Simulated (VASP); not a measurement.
Al2In2N4 (ordered alloy cell): computed properties

The numbers are results of PBEsol GGA, VASP's PBE PAW potentials (set 64) (plane waves; VASP), not measurements.

```
Property                                                                                            Value
---------------------------------------------  ----------------------------------------------------------
space group                                                                                     R3m (160)
cell                                           a = b = 3.302 Å, c = 32.832 Å, α = β = 90.00°, γ = 120.00°
volume per atom                                                                            12.92 Å^3/atom
band gap (over mesh and band path)                                                                0.53 eV
smallest direct gap (over mesh and band path)                                                     0.53 eV
band-edge character                                                                        direct, Γ to Γ
density                                                                                        5.46 g/cm³
```

```cif
data_Al6In6N12
_chemical_formula_sum 'In6 N12 Al6'
_space_group_name_H-M_alt 'R3m :H'
_space_group_IT_number 160
_space_group_name_Hall 'R 3 -2"'
_cell_length_a 3.30235
_cell_length_b 3.30235
_cell_length_c 32.83247
_cell_angle_alpha 90.000
_cell_angle_beta 90.000
_cell_angle_gamma 120.000
loop_
_atom_site_label
_atom_site_type_symbol
_atom_site_symmetry_multiplicity
_atom_site_Wyckoff_symbol
_atom_site_fract_x
_atom_site_fract_y
_atom_site_fract_z
_atom_site_occupancy
In1 In 3 a 0.00000 0.00000 0.00464 1
In2 In 3 a 0.00000 0.00000 0.24637 1
N1 N 3 a 0.00000 0.00000 0.31126 1
N2 N 3 a 0.00000 0.00000 0.55324 1
N3 N 3 a 0.00000 0.00000 0.81224 1
N4 N 3 a 0.00000 0.00000 0.07101 1
Al1 Al 3 a 0.00000 0.00000 0.49659 1
Al2 Al 3 a 0.00000 0.00000 0.75465 1
```
(The calculation used a cell of 8 atoms; values per cell refer to that cell.)

Unless said otherwise, spin-orbit coupling is left out, though it shifts the bands of the heavy elements here.

The structure was generated: Al2In2N4 was put into an ordered model structure (R3m), which need not be its known phase. It was relaxed first. Symmetry was kept, so distortions that lower it aren't found.
